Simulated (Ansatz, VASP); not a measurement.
# NaLiAlCl4: VASP beside Ansatz

File INCAR:

```
ALGO     = Normal         # electronic algorithm
EDIFF    = 1E-7           # SCF threshold, eV
EDIFFG   = -0.04          # ionic threshold
ENCUT    = 600            # plane-wave cutoff, eV
GGA      = PE             # functional
IBRION   = 2              # ionic algorithm
ISIF     = 3              # what is computed and relaxed
ISMEAR   = 0              # smearing method
LASPH    = T              # aspherical terms in the spheres
LCHARG   = F              # write CHGCAR
LREAL    = F              # projectors in reciprocal space
LWAVE    = F              # write WAVECAR
NELM     = 60             # most SCF steps
NSW      = 90             # ionic steps
PREC     = Accurate       # precision mode
SIGMA    = 0.1            # smearing width, eV
```

Contents of KPOINTS:

```
k-points
0
Gamma
  4 4 4
```

File POSCAR:

```
NaLiAlCl4
1.0
    0.0000000000      4.3723435000      4.3723435000
    4.3723435000      0.0000000000      4.3723435000
    4.3723435000      4.3723435000      0.0000000000
Na Li Al Cl
1 1 1 4
Direct
    0.0000000000      0.0000000000      0.0000000000
    0.2500000000      0.2500000000      0.2500000000
    0.5000000000      0.5000000000      0.5000000000
    0.3757583900      0.8727248200      0.3757583900
    0.3757583900      0.3757583900      0.3757583900
    0.8727248200      0.3757583900      0.3757583900
    0.3757583900      0.3757583900      0.8727248200
```

Input for Ansatz:

```yaml
crystal:
  lattice:
    - [0.0, 4.3723435, 4.3723435]
    - [4.3723435, 0.0, 4.3723435]
    - [4.3723435, 4.3723435, 0.0]
  atoms:
    - { symbol: Na, position: [0.0, 0.0, 0.0] }
    - { symbol: Li, position: [0.25, 0.25, 0.25] }
    - { symbol: Al, position: [0.5, 0.5, 0.5] }
    - { symbol: Cl, position: [0.37575839, 0.87272482, 0.37575839] }
    - { symbol: Cl, position: [0.37575839, 0.37575839, 0.37575839] }
    - { symbol: Cl, position: [0.87272482, 0.37575839, 0.37575839] }
    - { symbol: Cl, position: [0.37575839, 0.37575839, 0.87272482] }
basis:
  ecutwfc: 420
kpoints:
  mp_grid: { grid: [4, 4, 4] }
hamiltonian:
  xc: pbe
scf:
  occupations: { method: gaussian, width: 0.1 }
  lower_state_search: "off"
output:
  forces: true
  stress: true
  eigenvalues: true
relax:
  adjacent_minimum: "off"
  f_tol: 0.04
  max_steps: 70
  cell: { stress_tol: 0.4 }
```

Alike in both runs: task relaxation of cell and atoms; functional PBE; k mesh 4 × 4 × 4; occupations gaussian, width 0.1 eV; no spin polarisation.

```csv
,VASP,Ansatz
version,VASP 6.6.1,Ansatz 0.2.0
potentials or method,"VASP PAW PBE potentials, release 64 (Na_pv, Li_sv, Al, Cl)","scalar-relativistic, plane waves, PAW"
plane-wave cutoff (eV),600,420
valence electrons in the cell,41,43
```

|  | VASP | Ansatz | Ansatz less VASP |
| --- | --- | --- | --- |
| gap on the k mesh at the Fermi level, each at its own relaxed structure (eV) | none | none | - |
| relaxed volume (Å³/atom) | 42.75 | 41.84 | -0.905 |
| relaxed cell length with the largest relative difference (Å) | 7.508 | 7.454 | -0.0533 |
| energy change over the relaxation (meV/atom) | -834 | -846 | -11.9 |

A gap of «none» marks a metal or a gap that the smearing closes. The two sets of potentials don't hold the same shells in valence.

Caveats: the cutoff is under 1.25 times the usual one of these potentials, so pressure, stress and relaxed cells hold a basis-set (Pulay) error (VASP); the volume moved by over 15 % at a fixed basis, so the end points are rough (VASP); an odd number of electrons without spin polarisation forces a metal; a magnetic or distorted state may lie lower.
